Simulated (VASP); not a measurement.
Given:

```
GaAs
1.0
    0.00000     2.68584     2.68584
    2.68584     0.00000     2.68584
    2.68584     2.68584     0.00000
Ga As
1 1
Direct
  0.00000   0.00000   0.00000
  0.25000   0.25000   0.25000
```

Level of theory: PBE GGA, VASP's PBE PAW potentials (set 64) (plane waves; VASP). Run with 500 eV cut-off, 9×9×9 Γ-centred mesh, Gaussian smearing of 0.050 eV, potentials Ga_d As.

Problem. Estimate the energy per atom (σ→0), pressure.

Solution. 
The energy per atom (σ→0) is -3.911 eV/atom and the pressure comes out as 19.90 GPa.

Only differences to runs with the same potentials and settings are physical.

The compound is GaAs in the zinc blende structure. It was relaxed first under an external pressure of 20 GPa.
